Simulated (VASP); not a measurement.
Computed with r2SCAN meta-GGA, VASP's PBE PAW potentials (set 64) (plane waves; VASP 6.6.1). Each cell was relaxed at this level, without spin-orbit coupling.

Problem. Which of these comes out without a gap?
A) BN, P6_3/mmc (194)
B) SiC, P6_3mc (186)
C) CdF2, Fm-3m (225)
D) Tl, P6_3/mmc (194)

Solution. D, Tl, P6_3/mmc (194). The others have gaps of 2.40 eV (SiC, P6_3mc (186)), 4.87 eV (BN, P6_3/mmc (194)), 3.72 eV (CdF2, Fm-3m (225)).
